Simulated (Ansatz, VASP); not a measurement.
**Cross-check of Li2H110SO59 between VASP and Ansatz**

Aim: how closely do two programs agree when they are given the same cell, functional and k mesh? The cell is taken from a series of runs on this material, whose earlier steps may have relaxed, scaled, displaced or heated it; both programs get it as it stands.

Calculated with Ansatz 0.2.0; plane waves, with VASP 6.6.1 beside it; PBE with D3(BJ).

## (1) Starting point

The cell holds 172 atoms: 59 O, 1 S, 110 H and 2 Li. Its edges and angles: a = 11.877 Å, b = 11.877 Å, c = 11.877 Å, α = 90.0°, β = 90.0°, γ = 90.0°.

## (2) VASP: single point, PBE with D3(BJ)

A single point takes one fixed geometry, so differences don't come from the geometry; what else differs is listed under the comparison.

Lines of VASP's logs that name or quote its potential files are left out, and so is its time.

Input file INCAR:

```
SYSTEM = Li2H110SO59
PREC = Accurate
ENCUT = 750
EDIFF = 1E-06
NELM = 120
ISMEAR = 0
SIGMA = 0.01
LREAL = Auto
ALGO = Normal
GGA = PE
IVDW = 12
NBANDS = 358
LORBIT = 11
LWAVE = .FALSE.
LCHARG = .FALSE.
ISIF = 2
LASPH = .TRUE.
GGA_COMPAT = .FALSE.
EFERMI = MIDGAP
```

Input file POSCAR:

```
Li2H110SO59
1.0
   11.8769700000      0.0000000000      0.0000000000
    0.0000000000     11.8769700000      0.0000000000
    0.0000000000      0.0000000000     11.8769700000
O S H Li
59 1 110 2
Direct
    0.9953000000      0.9866000000      0.4295000000
    0.1641900000      0.0632600000      0.5188000000
    0.0333700000      0.1892500000      0.4197500000
    0.1507600000      0.0572500000      0.3136200000
    0.9068600000      0.4945000000      0.9521900000
    0.6870300000      0.9283400000      0.6997300000
    0.7707900000      0.2647100000      0.6330900000
    0.5128300000      0.6770000000      0.4517500000
    0.5073600000      0.0648400000      0.6763600000
    0.0075800000      0.5696200000      0.4857500000
    0.2546500000      0.0828200000      0.0636800000
    0.8033100000      0.3414300000      0.0876700000
    0.0960200000      0.2971400000      0.9753000000
    0.8490500000      0.6406100000      0.6395700000
    0.6249800000      0.7207500000      0.6433600000
    0.9641300000      0.3546100000      0.5598100000
    0.2360400000      0.6308300000      0.5188700000
    0.0976600000      0.8878700000      0.0796000000
    0.7822700000      0.9047200000      0.9023500000
    0.1108200000      0.5569100000      0.8602700000
    0.4920800000      0.8813900000      0.9503600000
    0.8028400000      0.9788600000      0.3068300000
    0.0772400000      0.3622900000      0.7547900000
    0.8614800000      0.0609400000      0.6268500000
    0.1044300000      0.7877800000      0.3471800000
    0.6286200000      0.5348700000      0.8882100000
    0.5246900000      0.2057200000      0.8774200000
    0.7932400000      0.4505800000      0.7629500000
    0.3189200000      0.7966400000      0.2903900000
    0.0162000000      0.9320900000      0.8650200000
[... 136 atom lines left out ...]
    0.0020300000      0.5435100000      0.2218900000
    0.8947900000      0.6220600000      0.2369500000
    0.2735400000      0.4770200000      0.3436300000
    0.3549900000      0.5050300000      0.2421400000
    0.3487300000      0.6702600000      0.3956500000
    0.1255800000      0.0321100000      0.1517700000
```

Input file KPOINTS:

```
Automatic mesh
0
Gamma
1 1 1
0 0 0
```

The projector-augmented-wave data sets are O, S, H and Li_sv (PBE family, release 64).

The run is started by

```sh
> export OMP_NUM_THREADS=3
> mpirun -np 1 vasp_gam
```

Numbers of over 12 decimals in the logs are rounded to 6 here.

The program printed:

```text
[banner, memory and clock lines left out]
running    1 mpi-ranks, on    1 nodes
[...]
Offloading initialized ...    1 GPUs detected
[...]
LDA part: xc-table for (Slater+PW92), standard interpolation
 POSCAR, INCAR and KPOINTS ok, starting setup
[...]
entering main loop
       N       E                     dE             d eps       ncg     rms          rms(c)
DAV:   1     0.479008139697E+04    0.47901E+04   -0.31478E+05   732   0.168E+03
DAV:   2    -0.408056175857E+03   -0.51981E+04   -0.49439E+04   890   0.359E+02
DAV:   3    -0.923494844654E+03   -0.51544E+03   -0.51179E+03   896   0.116E+02
DAV:   4    -0.935785544326E+03   -0.12291E+02   -0.12249E+02   960   0.177E+01
[...]
DAV:  18    -0.854838547106E+03    0.72956E-05   -0.95526E-06   864   0.109E-02    0.365E-03
DAV:  19    -0.854838545913E+03    0.11933E-05   -0.37900E-06   768   0.591E-03    0.418E-03
DAV:  20    -0.854838545761E+03    0.15227E-06   -0.28916E-06   840   0.408E-03
   1 F= -.86143432E+03 E0= -.86143432E+03  d E =0.000000E+00
```

Parts of OUTCAR (step 2):

```text
  FREE ENERGIE OF THE ION-ELECTRON SYSTEM (eV)
  ---------------------------------------------------
  free  energy   TOTEN  =      -861.4343227986 eV

  energy  without entropy=     -861.4343227986  energy(sigma->0) =     -861.43432280
```

The run ends at a pressure of -0.27 GPa, with forces up to 0.23 eV/Å.

## (3) Ansatz: single point, PBE with D3(BJ)

Ansatz runs on its default PAW (the set named soft_2) files.

The same cell, functional and mesh now go to Ansatz, which takes its cutoff from its data sets.

Input file input.yaml:

```yaml
crystal:
  lattice:
    - [11.87697, 0.0, 0.0]
    - [0.0, 11.87697, 0.0]
    - [0.0, 0.0, 11.87697]
  atoms:
    - { symbol: O, position: [0.9953, 0.9866, 0.4295] }
    - { symbol: S, position: [0.08679, 0.07339, 0.42121] }
    - { symbol: O, position: [0.16419, 0.06326, 0.5188] }
    - { symbol: O, position: [0.03337, 0.18925, 0.41975] }
    - { symbol: O, position: [0.15076, 0.05725, 0.31362] }
    - { symbol: O, position: [0.90686, 0.4945, 0.95219] }
    - { symbol: H, position: [0.98859, 0.50659, 0.94347] }
    - { symbol: H, position: [0.88942, 0.43933, 0.01304] }
    - { symbol: O, position: [0.68703, 0.92834, 0.69973] }
    - { symbol: H, position: [0.71473, 0.92626, 0.77899] }
    - { symbol: H, position: [0.62242, 0.98199, 0.69656] }
    - { symbol: O, position: [0.77079, 0.26471, 0.63309] }
    - { symbol: H, position: [0.80358, 0.18625, 0.63196] }
    - { symbol: H, position: [0.72099, 0.2697, 0.56585] }
    - { symbol: O, position: [0.51283, 0.677, 0.45175] }
    - { symbol: H, position: [0.53089, 0.59511, 0.44928] }
    - { symbol: H, position: [0.54804, 0.70151, 0.52427] }
    - { symbol: O, position: [0.50736, 0.06484, 0.67636] }
    - { symbol: H, position: [0.44406, 0.0166, 0.70573] }
    - { symbol: H, position: [0.51364, 0.12614, 0.73153] }
    - { symbol: O, position: [0.00758, 0.56962, 0.48575] }
    - { symbol: H, position: [0.9892, 0.58105, 0.40437] }
    - { symbol: H, position: [0.99412, 0.48882, 0.50151] }
    - { symbol: O, position: [0.25465, 0.08282, 0.06368] }
    - { symbol: H, position: [0.30695, 0.1453, 0.07976] }
    - { symbol: H, position: [0.23733, 0.08654, 0.98258] }
    - { symbol: O, position: [0.80331, 0.34143, 0.08767] }
    - { symbol: H, position: [0.73405, 0.38429, 0.1053] }
    - { symbol: H, position: [0.82513, 0.30713, 0.15931] }
    - { symbol: O, position: [0.09602, 0.29714, 0.9753] }
[... 136 atom lines left out ...]
    - { symbol: H, position: [0.89479, 0.62206, 0.23695] }
    - { symbol: O, position: [0.33971, 0.52297, 0.32314] }
    - { symbol: H, position: [0.27354, 0.47702, 0.34363] }
    - { symbol: H, position: [0.35499, 0.50503, 0.24214] }
    - { symbol: Li, position: [0.34873, 0.67026, 0.39565] }
    - { symbol: Li, position: [0.12558, 0.03211, 0.15177] }
kpoints:
  mp_grid: { grid: [1, 1, 1] }
hamiltonian:
  xc: pbe
  dispersion: d3bj
scf:
  occupations: { method: fixed }
output:
  forces: true
  stress: true
  populations: true
  dos:
    method: { smearing: { sigma: 0.15 } }
    de: 0.1
    projected: { site_lists: { H: [H], Li: [Li], O: [O], S: [S] } }
  eigenvalues: true
  write_density: true
  write_potential: true
  volumetric_format: npy
```

The run is started by

```sh
> ansatz run input.yaml --threads 4 --pin off --max-ram 8192MiB --backend cpu --events-out ev --progress --plain --runs-dir out
```

The program printed:

```text
Engine: ansatz 0.2.0, aarch64-unknown-linux-gnu
Pseudopotentials: kind: paw
Pseudopotential: O, paw, valence charge 6, recommended cutoff 420 eV (normal), O.paw.azcp
Pseudopotential: S, paw, valence charge 6, recommended cutoff 420 eV (normal), S.paw.azcp
Pseudopotential: H, paw, valence charge 1, recommended cutoff 420 eV (normal), H.paw.azcp
Pseudopotential: Li, paw, valence charge 3, recommended cutoff 420 eV (normal), Li.paw.azcp
Functional definition: PBE
  parameter kappa = 0.804
  parameter beta = 0.066725
  exchange = pbe_x(kappa = kappa, mu = beta*pi^2/3)
  correlation = pbe_c(beta = beta)
Crystal: 172 atoms, lattice volume = 1675.394 Å³
Basis set: ecut = 420 eV, 32675 PW (Γ), exchange–correlation on 160×160×160 points (8 copies of the dense FFT grid, shifted against one another)
Bands: 410, of which v1, the nominal top of the filled ones, is band 238 counted from 1 (237 counted from 0)
Symmetry: 1 space group operations
Space group: P1 (ITA 1), of the structure as read, at distance tolerance 1.2e-4 Å
k-points: 1
Non-local potential: O, projectors of the file, l = 0: 2, l = 1: 2, l = 2: 1
Non-local potential: S, projectors of the file, l = 0: 2, l = 1: 2, l = 2: 2
Non-local potential: H, projectors of the file, l = 0: 2, l = 1: 1
Non-local potential: Li, projectors of the file, l = 0: 3, l = 1: 2, l = 2: 1
PAW form: soft (Blöchl's): semilocal exchange-correlation on the pseudo side does not see the compensation charge
PAW one-centre angular grid: O, 110 points (default); XC on 64 Gauss nodes
PAW one-centre angular grid: S, 110 points (default); XC on 64 Gauss nodes
PAW one-centre angular grid: H, 110 points (default); XC on 64 Gauss nodes
PAW one-centre angular grid: Li, 110 points (default); XC on 64 Gauss nodes
Initial density: superposition of atomic densities (neutral atoms: chi_scale 0, normalization atom), corrected by the library's trained network
Initial wavefunctions: pseudopotential atomic-orbital guess
Functional: x = pbe(κ = 0.804, μ = 0.219515), c = pbe(β = 0.066725)
SCF iter   1: F=—  HF=-36577.475626 eV  |F-HF|=—  |Δ(HF+E_count)|=         —  Δρ=2.68e-3  dr2=1.62e-1  ethr=1.77e-3  ⟨swp⟩=4.0  Hψ=1548  notcnv=0  defer=170
preconditioner: auto → Resta (q_TF=auto, 2.212 Å⁻¹)  ε∞=2.2  [insulator: Δε(μ)=4.527 eV  Ē_g=18.223 eV  n_scr=304 (ndim 8)  ℏωp=19.7 eV  f_vac=0.291  ε∞_Penn≈2.2]
SCF iter   2: F=—  HF=-36577.361909 eV  |F-HF|=—  |Δ(HF+E_count)|=   1.14e-1  Δρ=1.37e-3  dr2=3.67e-2  ethr=3.39e-5  ⟨swp⟩=2.0  Hψ=650  notcnv=0  defer=170
SCF iter   3: F=—  HF=-36577.329948 eV  |F-HF|=—  |Δ(HF+E_count)|=   3.20e-2  Δρ=6.92e-4  dr2=1.03e-2  ethr=7.71e-6  ⟨swp⟩=2.0  Hψ=483  notcnv=0  defer=170
SCF iter   4: F=—  HF=-36577.326679 eV  |F-HF|=—  |Δ(HF+E_count)|=   3.27e-3  Δρ=2.46e-4  dr2=1.06e-3  ethr=2.17e-6  ⟨swp⟩=3.0  Hψ=486  notcnv=0  defer=170
SCF iter   5: F=—  HF=-36577.326550 eV  |F-HF|=—  |Δ(HF+E_count)|=   1.29e-4  Δρ=1.29e-4  dr2=2.46e-4  ethr=2.22e-7  ⟨swp⟩=2.0  Hψ=710  notcnv=0  defer=170
SCF iter   6: F=—  HF=-36577.326484 eV  |F-HF|=—  |Δ(HF+E_count)|=   6.60e-5  Δρ=3.55e-5  dr2=1.79e-5  ethr=5.17e-8  ⟨swp⟩=3.0  Hψ=543  notcnv=0  defer=165
SCF iter   7: F=—  HF=-36577.326233 eV  |F-HF|=—  |Δ(HF+E_count)|=   2.51e-4  Δρ=1.17e-5  dr2=1.77e-6  ethr=3.75e-9  ⟨swp⟩=3.0  Hψ=485  notcnv=0  defer=165
SCF iter   8: F=—  HF=-36577.326234 eV  |F-HF|=—  |Δ(HF+E_count)|=   3.05e-7  Δρ=5.61e-6  dr2=4.28e-7  ethr=3.72e-10  ⟨swp⟩=3.0  Hψ=482  notcnv=0  defer=165
SCF iter   9: F=-36577.326234 eV  HF=-36577.326234 eV  |F-HF|=2.16e-8  |Δ(HF+E_count)|=   6.39e-8  Δρ=1.59e-6  dr2=3.61e-8  ethr=2.10e-11  ⟨swp⟩=19.0  Hψ=4135  notcnv=0
SCF 1 converged in 9 iterations: F = -36577.326234 eV  dr2 = 3.61e-8
  greatest PAW one-centre occupation: 1.000 electrons in one spin orbital (limit 2), on the Li atom at site 171 (counted from 0), in its partial waves of l = 0
[...]
atom 163  H     -0.00116425    -0.00130072     0.00410775
  atom 164  H      0.00131611     0.00002457    -0.00491783
  atom 165  O     -0.00611891    -0.00799647    -0.00693095
  atom 166  H      0.00293419     0.00425959     0.00652617
  atom 167  H      0.00390151     0.00367847     0.00404601
  atom 168  O      0.02023699     0.00213282    -0.00479747
  atom 169  H     -0.01181961    -0.00326668     0.00305964
  atom 170  H      0.00032747    -0.00175636    -0.00406395
  atom 171  Li    -0.00630014     0.00298722     0.00816864
  atom 172  Li    -0.00563560     0.00540371    -0.00162243
  max |Σ_I F_I| component: 7.16e-5 eV/Å
--- Stress (GPa, compression-positive) ---
       -0.327910      -0.326569       0.035132
       -0.326568      -0.340985       0.114744
        0.035131       0.114745      -0.014849
  P = ⅓ Tr σ = -0.2279 GPa (-2.279 kbar)
--- Band table (eV) ---
  k-point 0: bands = [... 234 lower, -2.2601, -2.1494, -2.0978, -1.9667, 2.5841, 3.8120, 3.8998, 4.0914, ... 168 higher]
--- Löwdin populations: 172 sites ---
  site symbol       q [e]
     0      O      6.7721
     1      S      3.5551
     2      O      6.7833
     3      O      6.7819
     4      O      6.8119
     5      O      6.6711
     6      H      0.6109
     7      H      0.6089
     8      O      6.6752
     9      H      0.6195
    10      H      0.6238
    11      O      6.6945
    12      H      0.6175
    13      H      0.6194
    14      O      6.7274
    15      H      0.6195
    16      H      0.6209
    17      O      6.6719
    18      H      0.6206
    19      H      0.6002
    20      O      6.6894
    21      H      0.6201
    22      H      0.6178
    23      O      6.7654
[...]
164      O      6.6919
   165      H      0.6090
   166      H      0.6116
   167      O      6.7361
   168      H      0.6088
   169      H      0.6187
   170     Li      2.2183
   171     Li      2.2282
  spilling = 0.011150 (of n_electrons = 476.000000)
```

The column dr2 measures how far the density is from self-consistency, as an energy; F and HF (Harris–Foulkes) agree once it is small.

## (4) Comparison

Known differences besides the potentials themselves: fixed occupations in Ansatz, narrow Gaussian smearing in VASP; the cutoff is 420 eV in Ansatz and 750 eV in VASP (PREC = Accurate, projectors in real space). Total energies have different zeros and are not compared.

Both answers:

| quantity | Ansatz | VASP | difference |
| --- | --- | --- | --- |
| pressure (GPa) | -0.23 | -0.27 | +0.04 |
| gap on the k mesh (eV) | 4.551 | 4.576 | -0.025 |

Forces on 7 of the 172 atoms, those with the largest forces and the largest differences (eV/Å; atoms numbered as in POSCAR):

| atom | Ansatz x, y, z | VASP x, y, z |
| --- | --- | --- |
| O1 | 0.004, 0.009, 0.000 | 0.138, 0.153, -0.018 |
| O2 | 0.003, -0.003, 0.005 | -0.132, 0.017, -0.160 |
| O3 | 0.013, -0.009, 0.005 | 0.073, -0.155, 0.017 |
| O4 | -0.009, 0.004, 0.005 | -0.122, 0.042, 0.193 |
| H105 | -0.003, -0.005, 0.001 | -0.024, -0.081, 0.067 |
| H106 | 0.003, 0.005, -0.001 | 0.069, 0.084, -0.029 |
| H121 | -0.008, 0.004, -0.007 | -0.080, 0.040, -0.053 |

The forces differ by 49 meV/Å r.m.s., where the r.m.s. force is 0.007 eV/Å in Ansatz and 0.049 eV/Å in VASP: the atoms lie near their places of rest in Ansatz, so a percentage would say little (all taken over all components). A gap on the mesh is an upper bound, since the band edges may lie between its points.

## (5) Results

| Quantity | Value |
| --- | --- |
| r.m.s. force difference (single point, PBE with D3(BJ)) | 49 meV/Å |

What this shows: The r.m.s. force difference is 49 meV/Å (single point, PBE with D3(BJ)), beyond the 12 meV/Å picked in this series as the mark of a large difference. What causes the difference of the single point, PBE with D3(BJ) pair stays open here. How closely two codes agree says nothing of how well the functional describes the real material.

[Lines on the potential files, build, host, timing and source positions are cut from VASP's logs without a mark.]

[Logs are printed without paths, hosts, clocks, repeated set-up lines and the standing remarks that a program may print on its own settings, such as how far it seeks lower states.]

[Hosts, paths, dates, database ids (printed as entryN), source tags and the programs' standing remarks are cut or masked in the printed files.]
